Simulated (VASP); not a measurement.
MgB₂ (AlB2 type): the bulk modulus from VASP (plane waves, PAW) at several levels of theory. Static lattice, third-order Birch-Murnaghan fit over five volumes.

```
level        bulk modulus (GPa)
-----------  ------------------
LDA                         157
PBE                         145
PBEsol                      148
RPBE                        139
AM05                        148
PBE-D3(BJ)                  152
optB88-vdW                  146
rev-vdW-DF2                 146
SCAN                        148
r2SCAN                      151
```

The cell of the LDA run:

Space group P6/mmm (No. 191); a = b = 3.036 Å, c = 3.437 Å, α = β = 90.00°, γ = 120.00°

```json
[
 {"atom": "Mg", "site": "1a", "symmetry": "6/mmm", "x": "0.0000", "y": "0.0000", "z": "0.0000"},
 {"atom": "B", "site": "2d", "symmetry": "-6m2", "x": "0.3333", "y": "0.6667", "z": "0.5000"}
]
```

Only levels that ran to the end are used. Left out are those held back, those with too coarse a band path, GW runs whose mesh misses a band edge, hybrids' fits of cells that aren't cubic and levels without matching references; a question may draw on a part of the rest.

The compound is MgB2 in the AlB2 type structure.
